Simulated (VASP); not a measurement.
Crystal: HfB.

```
Hf B
1.0
     0.00000    2.31000    2.31000
     2.31000    0.00000    2.31000
     2.31000    2.31000    0.00000
Hf B
1 1
Direct
  0.50000 0.50000 0.50000
  0.00000 0.00000 0.00000
```

- Program: VASP 6.6.1
- Task: relaxation of cell and atoms
- Functional: vdW-DF-cx
- Potentials or basis: VASP PAW PBE potentials, release 64 (Hf_pv, B)
- Cutoff: 600 eV
- k mesh: 10 × 10 × 10
- Occupations: fermi-dirac, width 0.05 eV
- Spin: no spin polarisation

At the start: pressure 26.8 GPa; volume 12.33 Å³/atom.

Q: Where does the relaxation end?

A: Over 17 steps the energy falls by 118.8 meV/atom and the volume is 13.90 Å³/atom (+12.7 %); space group Fm-3m (No. 225, to 0.05 Å).

The path:
```
step  energy change (eV)  largest force (eV/Å)  pressure (GPa)  volume (Å³)
   1              0.0000                0.0000           26.80        24.65
   2              0.1411                0.0000          -21.32        32.77
   3             -0.2373                0.0000           -0.80        27.91
   4             -0.2376                0.0000           -0.10        27.80
   5             -0.2375                0.0000            0.32        27.74
   6             -0.2375                0.0000            0.33        27.74
   7             -0.2375                0.0000            0.29        27.74
   8             -0.2375                0.0000            0.29        27.74
   9             -0.2375                0.0000            0.29        27.74
  10             -0.2376                0.0000            0.29        27.74
  11             -0.2376                0.0000            0.29        27.74
  12             -0.2376                0.0000            0.29        27.74
  13             -0.2376                0.0000            0.27        27.74
  14             -0.2376                0.0000            0.25        27.75
  15             -0.2376                0.0000            0.21        27.75
  16             -0.2376                0.0000            0.13        27.77
  17             -0.2376                0.0000           -0.02        27.79
```

Final structure:
```
Hf B
1.0
     0.00000    2.40411    2.40411
     2.40411    0.00000    2.40411
     2.40411    2.40411    0.00000
Hf B
1 1
Direct
  0.50000 0.50000 0.50000
  0.00000 0.00000 0.00000
```

Caveat: the PAW data sets were made with another functional, which shifts forces and pressure a little.
